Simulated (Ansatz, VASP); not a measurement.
# Cross-check of Ni (Ni(110)) between VASP and Ansatz, part 2 of 3

One calculation is typed for both programs; each brings its own data sets. How far apart do they land? The cell is taken from a series of runs on this material, whose earlier steps may have relaxed, scaled, displaced or heated it; both programs get it as it stands.

VASP 6.6.1 and Ansatz 0.2.0.

So far: The starting structure; Ansatz: single point, PBE, pair 1.

## 3. VASP: single point, PBE, pair 1

Level of this step: PBE, spin-polarised from a ferromagnetic start; plane waves and PAW (Ni) (VASP).

The same cell, functional, mesh and smearing now go to VASP, with its own data sets.

Lines of VASP's logs that name or quote its potential files are left out, and so is its time.

The input, INCAR:

```
SYSTEM = Ni
PREC = Accurate
ENCUT = 520
EDIFF = 1E-06
NELM = 200
ISMEAR = -1
SIGMA = 0.1
LREAL = .FALSE.
ALGO = Normal
GGA = PE
NBANDS = 24
ISPIN = 2
MAGMOM = 0.83 0.69 0.83
LASPH = .TRUE.
LMAXMIX = 4
LORBIT = 11
LWAVE = .FALSE.
LCHARG = .FALSE.
ISIF = 2
LDIPOL = .TRUE.
IDIPOL = 3
DIPOL = 0.5 0.5 0.5
LVHAR = .TRUE.
GGA_COMPAT = .FALSE.
NELMDL = -8
KPAR = 2
```

The input, POSCAR:

```
Ni
1.0
    3.5200000000      0.0000000000      0.0000000000
    0.0000000000      2.4890158698      0.0000000000
    0.0000000000      0.0000000000     20.4890158698
Ni
3
Direct
    0.0000000000      0.0000000000      0.4392597506
    0.5000000000      0.5000000000      0.5000000000
    0.0000000000      0.0000000000      0.5607402494
```

The input, KPOINTS:

```
Automatic mesh
0
Gamma
12 16 1
0 0 0
```

The projector-augmented-wave data sets are Ni (PBE family, release 64).

On the command line:

```sh
$ mpirun -np 2 vasp_std
```

Numbers of over 12 decimals in the logs are rounded to 6 here.

The log of the run:

```text
[banner, memory and clock lines left out]
running    2 mpi-ranks, on    1 nodes
 distrk:  each k-point on    1 cores,    2 groups
 distr:  one band on    1 cores,    1 groups

 POSCAR found type information on POSCAR Ni
 POSCAR found :  1 types and       3 ions
 LDA part: xc-table for (Slater+PW92), standard interpolation
 POSCAR, INCAR and KPOINTS ok, starting setup
 FFT: planning ... GRIDC
 FFT: planning ... GRID_SOFT
 FFT: planning ... GRID
 WAVECAR not read
 entering main loop
       N       E                     dE             d eps       ncg     rms          rms(c)
DAV:   1     0.170188502520E+03    0.17019E+03   -0.11755E+04  6048   0.108E+03
DAV:   2    -0.905841587259E+01   -0.17925E+03   -0.16833E+03  6232   0.250E+02
DAV:   3    -0.162433795010E+02   -0.71850E+01   -0.70878E+01  7232   0.703E+01
DAV:   4    -0.163325134996E+02   -0.89134E-01   -0.89117E-01  7904   0.863E+00
DAV:   5    -0.163340603948E+02   -0.15469E-02   -0.15469E-02  9344   0.748E-01
DAV:   6    -0.163340847453E+02   -0.24350E-04   -0.24350E-04  7936   0.908E-02
DAV:   7    -0.163340853770E+02   -0.63176E-06   -0.63166E-06  8368   0.127E-02
DAV:   8    -0.163340853992E+02   -0.22179E-07   -0.22421E-07  4992   0.235E-03    0.139E+01
DAV:   9    -0.155582462514E+02    0.77584E+00   -0.23996E+01  6976   0.698E+01    0.138E+01
DAV:  10    -0.145077175865E+02    0.10505E+01   -0.90113E+00  7096   0.581E+01    0.106E+01
DAV:  11    -0.145490381000E+02   -0.41321E-01   -0.47118E+00  7288   0.530E+01    0.130E+01
DAV:  12    -0.141411117775E+02    0.40793E+00   -0.64727E+00  6760   0.394E+01    0.625E+00
DAV:  13    -0.139888301654E+02    0.15228E+00   -0.34381E-01  7920   0.118E+01    0.232E+00
DAV:  14    -0.139777932490E+02    0.11037E-01   -0.84087E-02  8400   0.409E+00    0.700E-01
[...]
DAV:  27    -0.139901318651E+02   -0.14461E-04   -0.38299E-07  4592   0.521E-03    0.202E-03
DAV:  28    -0.139901443110E+02   -0.12446E-04   -0.39846E-07  4608   0.566E-03    0.110E-03
DAV:  29    -0.139901468249E+02   -0.25139E-05   -0.90745E-08  4512   0.223E-03    0.805E-04
DAV:  30    -0.139901487534E+02   -0.19284E-05   -0.14336E-07  4504   0.229E-03    0.654E-04
DAV:  31    -0.139901500736E+02   -0.13202E-05   -0.28751E-08  4680   0.120E-03    0.347E-04
DAV:  32    -0.139901525267E+02   -0.24532E-05   -0.38439E-08  4376   0.121E-03    0.533E-04
DAV:  33    -0.139901538918E+02   -0.13651E-05   -0.23252E-08  4344   0.816E-04    0.439E-04
DAV:  34    -0.139901546154E+02   -0.72353E-06   -0.95874E-09  4376   0.632E-04
   1 F= -.13990155E+02 E0= -.13887342E+02  d E =-.205625E+00  mag=     2.2496
```

From OUTCAR (step 3):

```text
ion  position               nearest neighbor table
   1  0.000  0.000  0.439-   3 2.49   2 2.49   2 2.49   2 2.49   2 2.49
   2  0.500  0.500  0.500-   1 2.49   3 2.49   1 2.49   3 2.49   1 2.49   3 2.49   1 2.49   3 2.49

  LATTYP: Found a simple orthorhombic cell.
 ALAT       =     2.4890158698
 B/A-ratio  =     1.4142135624
 C/A-ratio  =     8.2317738984

 Subroutine GETGRP returns: Found  8 space group operations
 (whereof  8 operations were pure point group operations)

The static configuration has the point symmetry D_2h.

 Found     63 irreducible k-points:

   k-points           NKPTS =     63   k-points in BZ     NKDIM =     63   number of bands    NBANDS=     24

   dimension x,y,z NGX =    28 NGY =   20 NGZ =  160
   dimension x,y,z NGXF=    56 NGYF=   40 NGZF=  320

   ENCUT  =  520.0 eV  38.22 Ry    6.18 a.u.   6.54  4.63 38.10*2*pi/ulx,y,z

   NELECT =      30.0000    total number of electrons

 k-points in reciprocal lattice and weights: Automatic mesh
   0.00000000  0.00000000  0.00000000       0.005
   0.08333333  0.00000000  0.00000000       0.010
   0.16666667  0.00000000  0.00000000       0.010
   0.25000000  0.00000000  0.00000000       0.010
   0.33333333  0.00000000  0.00000000       0.010
   0.41666667  0.00000000  0.00000000       0.010
   0.50000000  0.00000000  0.00000000       0.005
   0.00000000  0.06250000  0.00000000       0.010
   0.08333333  0.06250000  0.00000000       0.021
[...]
0.41666667  0.50000000  0.00000000       0.010
   0.50000000  0.50000000  0.00000000       0.005

 dipolmoment           0.000000      0.000000      0.000000 electrons x Angstroem

 average (electrostatic) potential at core
       1 -92.9899       2 -93.2267       3 -92.9899

 E-fermi :  -1.9328

 spin component 1
 k-point     1 :       0.0000    0.0000    0.0000
  band No.  band energies     occupation
    ...
     13      -3.0137      0.99998
     14      -2.9967      0.99998
     15      -2.9212      0.99995
     16      -2.6277      0.99904
     17      -2.5073      0.99681
     18      -0.6795      0.00000
     19       1.9874      0.00000
     20       2.5065      0.00000
     21       2.9111      0.00000
     22       3.4353      0.00000
    ...

 k-point     2 :       0.0833    0.0000    0.0000
  band No.  band energies     occupation
    ...
     13      -3.0328      0.99998
     14      -2.9455      0.99996
     15      -2.9154      0.99995
     16      -2.6202      0.99897
     17      -2.5163      0.99709
     18      -0.6226      0.00000
     19       2.0589      0.00000
     20       2.2959      0.00000
     21       2.5895      0.00000
     22       3.5161      0.00000
    ...

 k-point     3 :       0.1667    0.0000    0.0000
  band No.  band energies     occupation
    ...
     13      -3.0933      0.99999
     14      -2.8862      0.99993
     15      -2.8599      0.99991
     16      -2.5960      0.99868
     17      -2.5399      0.99770
     18      -0.4500      0.00000
     19       1.0377      0.00000
     20       2.2542      0.00000
     21       2.8365      0.00000
     22       3.7553      0.00000
    ...

 k-point     4 :       0.2500    0.0000    0.0000
  band No.  band energies     occupation
    ...
     13      -3.1166      0.99999
     14      -2.8133      0.99985
     15      -2.7947      0.99982
     16      -2.5689      0.99828
     17      -2.5536      0.99799
     18      -0.3409      0.00000
     19      -0.1052      0.00000
     20       2.3174      0.00000
     21       3.2441      0.00000
     22       3.2769      0.00000
    ...

 k-point     5 :       0.3333    0.0000    0.0000
  band No.  band energies     occupation
    ...
     13      -3.1152      0.99999
     14      -2.7578      0.99974
     15      -2.5936      0.99865
     16      -2.5878      0.99857
     17      -2.5043      0.99671
     18      -1.4515      0.00806
     19       0.2362      0.00000
     20       1.3450      0.00000
     21       3.4760      0.00000
     22       3.7923      0.00000
    ...

 k-point     6 :       0.4167    0.0000    0.0000
  band No.  band energies     occupation
    ...
     14      -2.7404      0.99969
     15      -2.6086      0.99884
     16      -2.4665      0.99521
     17      -2.2427      0.95689
     18      -1.9929      0.64607
     19       0.1609      0.00000
     20       0.6117      0.00000
     21       4.1545      0.00000
     22       4.2425      0.00000
     23       4.8536      0.00000
    ...

  Total       -3.1199169     -2.7782323     -1.9690275      0.0000000      0.0000000      0.0000000
  in kB      -27.8459595    -24.7963476    -17.5740131      0.0000000      0.0000000      0.0000000
  external PRESSURE =     -23.4054401 kB  Pullay stress =       0.0000000 kB

  energy-cutoff  :      520.00
  volume of cell :      179.51
      direct lattice vectors                 reciprocal lattice vectors
     3.520000000  0.000000000  0.000000000     0.284090909  0.000000000  0.000000000
     0.000000000  2.489015870  0.000000000     0.000000000  0.401765217  0.000000000
     0.000000000  0.000000000 20.489015870     0.000000000  0.000000000  0.048806639

 POSITION                                       TOTAL-FORCE (eV/Angst)
 -----------------------------------------------------------------------------------
      0.00000      0.00000      9.00000         0.000000      0.000000      0.790649
      1.76000      1.24451     10.24451         0.000000      0.000000     -0.000000
      0.00000      0.00000     11.48902         0.000000      0.000000     -0.790649
 -----------------------------------------------------------------------------------
    total drift:                                0.000000     -0.000000      0.000000

  FREE ENERGIE OF THE ION-ELECTRON SYSTEM (eV)
  ---------------------------------------------------
  free  energy   TOTEN  =       -13.9901546154 eV

  energy  without entropy=      -13.7845293721  energy(sigma->0) =      -13.88734199

 vacuum level on the upper side and lower side of the slab         2.593         2.593

 total charge
# of ion       s       p       d       tot
------------------------------------------
    1        0.460   0.289   8.317   9.066
    2        0.485   0.434   8.287   9.206
    3        0.460   0.289   8.317   9.066
--------------------------------------------------
tot          1.406   1.012  24.920  27.338

 magnetization (x)
# of ion       s       p       d       tot
------------------------------------------
    1        0.002  -0.012   0.813   0.803
    2       -0.007  -0.024   0.683   0.652
    3        0.002  -0.012   0.813   0.803
--------------------------------------------------
tot         -0.003  -0.049   2.309   2.257

[... 6 further parts left out ...]
```

The magnetic state follows from one typed start and may not be the lowest.

## 4. Differences

Known differences besides the potentials themselves: VASP starts from the moments at which Ansatz ended; the data sets hold 54 valence electrons in Ansatz (on its default PAW (the set named soft_2) files) and 30 in VASP; the cutoff is 420 eV in Ansatz and 520 eV in VASP; site moments are counted in spheres of each program's own size. Total energies have different zeros and are not compared.

The two programs side by side:

| quantity | Ansatz | VASP | difference |
| --- | --- | --- | --- |
| total moment (μB) | 2.28 | 2.25 | +0.03 |
| moment on Ni1 (μB) | 0.83 | 0.80 | +0.03 |
| moment on Ni3 (μB) | 0.83 | 0.80 | +0.03 |
| moment on Ni2 (μB) | 0.69 | 0.65 | +0.04 |
| work function, lower of the two faces (eV) | 4.53 | 4.53 | +0.01 |
| work function, higher of the two faces (eV) | 4.53 | 4.53 | +0.01 |

With vacuum in the cell, a pressure given here is an average over mostly empty space and none of the material.

## 5. Ansatz: single point, PBE, pair 2

With cell and atoms fixed, the geometry can't cause a difference; cores, projectors, grids and the points listed under the comparison can. This pair takes another cell of the material, with 4 atoms against 3 for the pair before.

The cell is taken from a series of runs on this material, whose earlier steps may have relaxed, scaled, displaced or heated it; both programs get it as it stands.

The input, input.yaml:

```yaml
crystal:
  lattice:
    - [3.52, 0.0, 0.0]
    - [0.0, 2.4890158698, 0.0]
    - [0.0, 0.0, 21.7335238047]
  atoms:
    - { symbol: Ni, position: [0.5, 0.5, 0.4141068002], spin: 0.7 }
    - { symbol: Ni, position: [0.0, 0.0, 0.4713689334], spin: 0.7 }
    - { symbol: Ni, position: [0.5, 0.5, 0.5286310666], spin: 0.7 }
    - { symbol: Ni, position: [0.0, 0.0, 0.5858931998], spin: 0.7 }
magnetization:
  spin_polarized: true
kpoints:
  mp_grid: { grid: [12, 16, 1] }
hamiltonian:
  xc: pbe
scf:
  occupations: { method: fermi_dirac, width: 0.1 }
  convergence: { dr2_threshold: 1.0e-09 }
efield:
  axis: 3
  dipole_correction: true
  ramp_position: 0.97
  ramp_width: 0.06
output:
  write_potential: true
  write_density: true
  volumetric_format: npy
```

On the command line:

```sh
$ ansatz run input.yaml --threads 4 --pin off --max-ram 6144MiB --backend cpu --events-out ev --progress --plain --runs-dir out
```

The log of the run:

```text
[...]
Crystal: 4 atoms, lattice volume = 190.415 Å³
Basis set: ecut = 420 eV, 3715 PW (Γ)
Bands: 45, of which v1, the nominal top of the filled ones, is band 36 counted from 1 (35 counted from 0)
Symmetry: 4 space group operations
k-points: 63 of 192
[...]
k-point 1 ↑: bands = [... 32 lower, -0.3590, -0.2249, -0.0929, 0.0683, 0.1012, 0.1862, 0.8296, 3.3937, ... 5 higher]
  k-point 2 ↑: bands = [... 32 lower, -0.3405, -0.3282, -0.0009, 0.0077, 0.0683, 0.1802, 1.0803, 3.6844, ... 5 higher]
  k-point 62 ↓: bands = [... 32 lower, 1.0124, 1.0124, 1.0907, 1.0907, 2.3816, 2.3816, 5.8453, 5.8453, ... 5 higher]
[key lines of the parts left out:]
SCF converged after 17 iterations
Magnetization: 2.7998 μB (37.3999 up, 34.6001 down)
Free energy (F): -23356.395096 eV
Fermi energy:    0.788335 eV
Dipole field:    D = -0.000006 V/Å  (p = -0.000007 e·Å, saw-weighted, corrected)
Work function:   Φ+ = 4.4342 eV   Φ− = 4.4341 eV
```

## 6. VASP: single point, PBE, pair 2

The same cell, functional, mesh and smearing now go to VASP, with its own data sets.

INCAR, as its differences from that of step 3:

```diff
@@ -10,5 +10,5 @@
 GGA = PE
-NBANDS = 24
+NBANDS = 30
 ISPIN = 2
-MAGMOM = 0.83 0.69 0.83
+MAGMOM = 0.78 0.69 0.69 0.78
 LASPH = .TRUE.
```

The input, POSCAR:

```
Ni
1.0
    3.5200000000      0.0000000000      0.0000000000
    0.0000000000      2.4890158698      0.0000000000
    0.0000000000      0.0000000000     21.7335238047
Ni
4
Direct
    0.5000000000      0.5000000000      0.4141068002
    0.0000000000      0.0000000000      0.4713689334
    0.5000000000      0.5000000000      0.5286310666
    0.0000000000      0.0000000000      0.5858931998
```

KPOINTS is that of step 3.

On the command line:

```sh
$ mpirun -np 2 vasp_std
```

The log of the run:

```text
[banner, memory and clock lines left out]
running    2 mpi-ranks, on    1 nodes
[...]
LDA part: xc-table for (Slater+PW92), standard interpolation
 POSCAR, INCAR and KPOINTS ok, starting setup
[...]
entering main loop
       N       E                     dE             d eps       ncg     rms          rms(c)
DAV:   1     0.250216401914E+03    0.25022E+03   -0.16501E+04  7560   0.123E+03
DAV:   2    -0.968658503732E+01   -0.25990E+03   -0.24761E+03  7794   0.282E+02
DAV:   3    -0.226633880563E+02   -0.12977E+02   -0.12698E+02  8568   0.902E+01
DAV:   4    -0.228398575042E+02   -0.17647E+00   -0.17638E+00  9268   0.118E+01
[...]
DAV:  24    -0.194322795072E+02   -0.94022E-04   -0.38649E-06  6640   0.125E-02    0.531E-03
DAV:  25    -0.194323217395E+02   -0.42232E-04   -0.27922E-06  6236   0.168E-02    0.430E-03
DAV:  26    -0.194323222244E+02   -0.48490E-06   -0.36111E-06  6368   0.196E-02
   1 F= -.19432322E+02 E0= -.19292723E+02  d E =-.279199E+00  mag=     2.7493
```

Parts of OUTCAR (step 6):

```text
  Total       -3.1411604     -2.7250806     -1.7009457      0.0000000      0.0000000      0.0000000
  in kB      -26.4301860    -22.9292297    -14.3120074      0.0000000      0.0000000      0.0000000
  external PRESSURE =     -21.2238077 kB  Pullay stress =       0.0000000 kB

 POSITION                                       TOTAL-FORCE (eV/Angst)
 -----------------------------------------------------------------------------------
      1.76000      1.24451      9.00000         0.000000      0.000000      0.549126
      0.00000      0.00000     10.24451         0.000000      0.000000     -0.283861
      1.76000      1.24451     11.48902         0.000000      0.000000      0.283861
      0.00000      0.00000     12.73352         0.000000      0.000000     -0.549126
 -----------------------------------------------------------------------------------
    total drift:                                0.000000      0.000000      0.000000

  FREE ENERGIE OF THE ION-ELECTRON SYSTEM (eV)
  ---------------------------------------------------
  free  energy   TOTEN  =       -19.4323222244 eV

  energy  without entropy=      -19.1531235523  energy(sigma->0) =      -19.29272289

 magnetization (x)
# of ion       s       p       d       tot
------------------------------------------
    1       -0.001  -0.016   0.769   0.751
    2       -0.008  -0.025   0.685   0.651
    3       -0.008  -0.025   0.685   0.651
    4       -0.001  -0.016   0.769   0.751
--------------------------------------------------
tot         -0.018  -0.083   2.906   2.805

[... 3 further parts left out ...]
[key lines of the parts left out:]
E-fermi :  -1.2123
```

## 7. Comparison

What differs besides the data sets and the points named for the pairs above, as far as they apply: the data sets hold 72 valence electrons in Ansatz (on its default PAW (the set named soft_2) files) and 40 in VASP. Total energies have different zeros and are not compared.

Both answers:

| quantity | Ansatz | VASP | difference |
| --- | --- | --- | --- |
| total moment (μB) | 2.80 | 2.75 | +0.05 |
| moment on Ni1 (μB) | 0.78 | 0.75 | +0.03 |
| moment on Ni4 (μB) | 0.78 | 0.75 | +0.03 |
| moment on Ni2 (μB) | 0.69 | 0.65 | +0.04 |
| moment on Ni3 (μB) | 0.69 | 0.65 | +0.04 |
| work function, lower of the two faces (eV) | 4.43 | 4.42 | +0.01 |
| work function, higher of the two faces (eV) | 4.43 | 4.42 | +0.01 |

With vacuum in the cell, a pressure given here is an average over mostly empty space and none of the material.

(Continued in part 3 of 3.)

[Lines on the potential files, build, host, timing and source positions are cut from VASP's logs without a mark.]

[Logs are printed without paths, hosts, clocks, repeated set-up lines and the standing remarks that a program may print on its own settings, such as how far it seeks lower states.]

[Hosts, paths, dates, database ids (printed as entryN), source tags and the programs' standing remarks are cut or masked in the printed files.]
